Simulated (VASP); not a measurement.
```
CELL_PARAMETERS angstrom
      3.86810     0.00000     0.00000
      0.00000     3.86810     0.00000
      0.00000     0.00000     5.00527
ATOMIC_POSITIONS crystal
  Sn 0.50000 0.00000 0.76801
  Sn 0.00000 0.50000 0.23199
  O  0.50000 0.50000 0.00000
  O  0.00000 0.00000 0.00000
```

The numbers are results of PW91 GGA, VASP's PBE PAW potentials (set 64) (plane waves; VASP), not measurements. Settings: 520 eV cut-off, 7×7×5 Γ-centred mesh, tetrahedra with Blöchl corrections, potentials Sn_d O.

The cores are frozen, which limits the accuracy of field gradients. Without a dispersion term in the relaxation, distances and binding between the weakly bound layers, chains or molecules are unreliable, and so is what depends on them.

### Question
Give the principal components of the electric field gradient (V/Å²) and the asymmetry η at each nucleus.

### Answer

```tsv
atom	Vxx	Vyy	Vzz	η
Sn1	79.1	79.1	-158.2	0.00
Sn2	79.1	79.1	-158.2	0.00
O3	0.2	0.2	-0.4	-
O4	0.2	0.2	-0.4	-
```

The compound is SnO in the litharge structure. It was relaxed first, which changed the volume by +7 %.
